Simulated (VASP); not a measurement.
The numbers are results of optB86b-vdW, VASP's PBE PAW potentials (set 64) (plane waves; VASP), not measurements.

Input for VASP

**POSCAR**
```
Ho
1
    1.7900000000    -3.1003710000     0.0000000000
    1.7900000000     3.1003710000     0.0000000000
    0.0000000000     0.0000000000     5.6200000000
Ho
2
Direct
  0.3333330000   0.6666670000   0.2500000000
  0.6666670000   0.3333330000   0.7500000000
```

INCAR:
```
SYSTEM  =  Ho
PREC  =  Accurate; ENCUT  =  520; LREAL  =  .FALSE.
LASPH  =  .TRUE.
EDIFF  =  1E-6; NELM  =  100; ALGO  =  Normal
LMAXMIX  =  6
ISMEAR  =  1; SIGMA  =  0.1
GGA  =  MK; LUSE_VDW  =  .TRUE.; AGGAC  =  0.0
PARAM1  =  0.1234; PARAM2  =  1.0
IBRION  =  2; NSW  =  60; ISIF  =  3
EDIFFG  =  -0.01
LWAVE  =  .FALSE.; LCHARG  =  .FALSE.
```

### KPOINTS
```
Regular mesh
0
Gamma
  11 11 6
0 0 0
```

POTCAR, in this order: Ho_3 (PBE.64 set). Program: vasp_std.

Output of the run:

**OSZICAR**
```
       N       E                     dE             d eps       ncg     rms          rms(c)
DAV:   1     0.936351573819E+02    0.93635E+02   -0.82102E+03  1842   0.128E+03
DAV:   2     0.105706596100E+01   -0.92578E+02   -0.91085E+02  2356   0.559E+02
DAV:   3    -0.389503611782E+01   -0.49521E+01   -0.47553E+01  2800   0.976E+01
DAV:   4    -0.410920802315E+01   -0.21417E+00   -0.20677E+00  2832   0.132E+01
DAV:   5    -0.411498542457E+01   -0.57774E-02   -0.57537E-02  2726   0.242E+00    0.238E+01
DAV:   6    -0.412359300983E+01   -0.86076E-02   -0.24735E-02  2830   0.209E+00    0.142E+01
DAV:   7    -0.413680938098E+01   -0.13216E-01   -0.44875E-02  2686   0.292E+00    0.304E-01
DAV:   8    -0.413677048599E+01    0.38895E-04   -0.26160E-03  2413   0.556E-01    0.701E-02
DAV:   9    -0.413681115966E+01   -0.40674E-04   -0.21991E-04  2785   0.170E-01    0.338E-02
DAV:  10    -0.413680855399E+01    0.26057E-05   -0.31075E-05  2795   0.596E-02    0.473E-02
DAV:  11    -0.413680963582E+01   -0.10818E-05   -0.32021E-06  2129   0.156E-02    0.389E-03
DAV:  12    -0.413680979773E+01   -0.16191E-06   -0.23201E-07  1372   0.758E-03
   1 F= -.41368098E+01 E0= -.41377621E+01  d E =-.413681E+01
       N       E                     dE             d eps       ncg     rms          rms(c)
DAV:   1    -0.428388893215E+01   -0.14708E+00   -0.26942E+00  2341   0.163E+01    0.230E+00
DAV:   2    -0.419560212649E+01    0.88287E-01   -0.24172E-01  2374   0.641E+00    0.101E+00
DAV:   3    -0.415124313621E+01    0.44359E-01   -0.90531E-02  2526   0.376E+00    0.372E-01
DAV:   4    -0.415048775250E+01    0.75538E-03   -0.71319E-03  2502   0.106E+00    0.279E-01
DAV:   5    -0.415050318672E+01   -0.15434E-04   -0.80077E-04  2447   0.312E-01    0.268E-02
DAV:   6    -0.415048363214E+01    0.19555E-04   -0.71373E-05  2895   0.115E-01    0.159E-02
DAV:   7    -0.415047781113E+01    0.58210E-05   -0.76488E-06  2465   0.292E-02    0.325E-03
DAV:   8    -0.415047764203E+01    0.16910E-06   -0.36402E-07  1157   0.117E-02
   2 F= -.41504776E+01 E0= -.41513023E+01  d E =-.136678E-01
       N       E                     dE             d eps       ncg     rms          rms(c)
DAV:   1    -0.415397820638E+01   -0.35004E-02   -0.61214E-02  2308   0.239E+00    0.360E-01
DAV:   2    -0.415201203650E+01    0.19662E-02   -0.58473E-03  2474   0.107E+00    0.152E-01
DAV:   3    -0.415100403919E+01    0.10080E-02   -0.18467E-03  2526   0.542E-01    0.524E-02
DAV:   4    -0.415096990705E+01    0.34132E-04   -0.19666E-04  2561   0.176E-01    0.386E-02
DAV:   5    -0.415096788555E+01    0.20215E-05   -0.17446E-05  2431   0.449E-02    0.437E-03
DAV:   6    -0.415096737288E+01    0.51267E-06   -0.96861E-07  1232   0.183E-02
   3 F= -.41509674E+01 E0= -.41518514E+01  d E =-.141576E-01
       N       E                     dE             d eps       ncg     rms          rms(c)
DAV:   1    -0.415100157047E+01   -0.33685E-04   -0.72847E-04  2273   0.266E-01    0.414E-02
DAV:   2    -0.415097752378E+01    0.24047E-04   -0.73923E-05  2537   0.122E-01    0.173E-02
DAV:   3    -0.415096507797E+01    0.12446E-04   -0.22329E-05  2556   0.596E-02    0.576E-03
DAV:   4    -0.415096443759E+01    0.64038E-06   -0.17984E-06  1237   0.200E-02
   4 F= -.41509644E+01 E0= -.41518543E+01  d E =-.141546E-01
       N       E                     dE             d eps       ncg     rms          rms(c)
DAV:   1    -0.415318213595E+01   -0.22171E-02   -0.73936E-02  2443   0.248E+00    0.185E-01
DAV:   2    -0.415219028366E+01    0.99185E-03   -0.18144E-03  2631   0.486E-01    0.115E-01
DAV:   3    -0.415171192007E+01    0.47836E-03   -0.57950E-04  2937   0.243E-01    0.561E-02
DAV:   4    -0.415170604096E+01    0.58791E-05   -0.91748E-05  2683   0.807E-02    0.279E-02
DAV:   5    -0.415170610296E+01   -0.61999E-07   -0.45442E-06  1911   0.225E-02
   5 F= -.41517061E+01 E0= -.41528464E+01  d E =-.741665E-03
       N       E                     dE             d eps       ncg     rms          rms(c)
DAV:   1    -0.415412301157E+01   -0.24170E-02   -0.10943E-01  2433   0.301E+00    0.233E-01
DAV:   2    -0.415266866395E+01    0.14543E-02   -0.26609E-03  2607   0.591E-01    0.133E-01
DAV:   3    -0.415196182511E+01    0.70684E-03   -0.87359E-04  2940   0.298E-01    0.603E-02
DAV:   4    -0.415195393533E+01    0.78898E-05   -0.13640E-04  2683   0.979E-02    0.309E-02
DAV:   5    -0.415195410557E+01   -0.17024E-06   -0.66842E-06  2253   0.272E-02
   6 F= -.41519541E+01 E0= -.41533810E+01  d E =-.989668E-03
```

**OUTCAR**
```
------------------------ aborting loop because EDIFF is reached ----------------------------------------
  FORCE on cell =-STRESS in cart. coord.  units (eV):
  Direction    XX          YY          ZZ          XY          YZ          ZX
  --------------------------------------------------------------------------------------
  Total       -0.0150666     -0.0150666      0.0122445      0.0000000      0.0000000     -0.0000000
  in kB       -0.4012535     -0.4012535      0.3260950      0.0000000      0.0000000     -0.0000000
  external PRESSURE =      -0.1588040 kB  Pullay stress =       0.0000000 kB
  volume of cell :       60.16
      direct lattice vectors                 reciprocal lattice vectors
     1.781455468 -3.085571436  0.000000000     0.280669379 -0.162044539 -0.000000000
     1.781455468  3.085571436  0.000000000     0.280669379  0.162044539  0.000000000
     0.000000000 -0.000000000  5.472260053    -0.000000000  0.000000000  0.182739853
 POSITION                                       TOTAL-FORCE (eV/Angst)
 -----------------------------------------------------------------------------------
      1.78146      1.02853      1.36807         0.000000     -0.000000      0.000000
      1.78146     -1.02853      4.10420        -0.000000      0.000000      0.000000
 -----------------------------------------------------------------------------------
    total drift:                               -0.000002      0.000088     -0.000011
  FREE ENERGIE OF THE ION-ELECTRON SYSTEM (eV)
  ---------------------------------------------------
  free  energy   TOTEN  =        -4.1519541056 eV

  energy  without entropy=       -4.1562348115  energy(sigma->0) =       -4.15338101

 reached required accuracy - stopping structural energy minimisation
```
(Selected blocks of OUTCAR.)

File CONTCAR:
```
Ho
   1.00000000000000
     1.7814554683765833   -3.0855714363040438    0.0000000000000000
     1.7814554683765833    3.0855714363040438    0.0000000000000000
     0.0000000000000000   -0.0000000000000000    5.4722600532929242
  Ho
     2
Direct
     0.3333330000000032    0.6666669999999968    0.2500000000000000
     0.6666669999999968    0.3333330000000032    0.7500000000000000
```

The 4f electrons are frozen in the core of the lanthanide potential, so 4f levels, which can set the real gap, and their magnetism are missing. Energy and stress use the plane-wave basis of the starting cell.

The compound is Ho in the hcp structure. This run relaxes it. Symmetry was kept, so distortions that lower it aren't found.
